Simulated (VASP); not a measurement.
Given:

```xyz
3
Lattice="-1.6178 1.6178 3.9510 1.6178 -1.6178 3.9510 1.6178 1.6178 -3.9510" Properties=species:S:1:pos:R:3 pbc="T T T"
Si     0.0000     0.0000     5.2592
Si     0.0000     0.0000     2.6428
W      0.0000     0.0000     0.0000
```

Level of theory: PBEsol GGA, VASP's PBE PAW potentials (set 64) (plane waves; VASP). Settings: 480 eV cut-off, 12×12×12 Γ-centred mesh, first-order Methfessel-Paxton smearing of 0.10 eV, potentials Si W_sv.

Give the force on each atom (eV/Å).

```json
[
 {"atom": "Si1", "Fx": "0.000", "Fy": "0.000", "Fz": "-0.065"},
 {"atom": "Si2", "Fx": "0.000", "Fy": "0.000", "Fz": "0.065"},
 {"atom": "W3", "Fx": "0.000", "Fy": "0.000", "Fz": "0.000"}
]
```

Give the stress tensor in GPa (positive for a compressed cell).

```
-6.31   0.00   0.00
 0.00  -6.31   0.00
 0.00   0.00  -7.31
```
The pressure is its mean diagonal, -6.64 GPa.

The compound is WSi2 in the MoSi2 type structure. This cell was strained or had an atom moved on purpose.
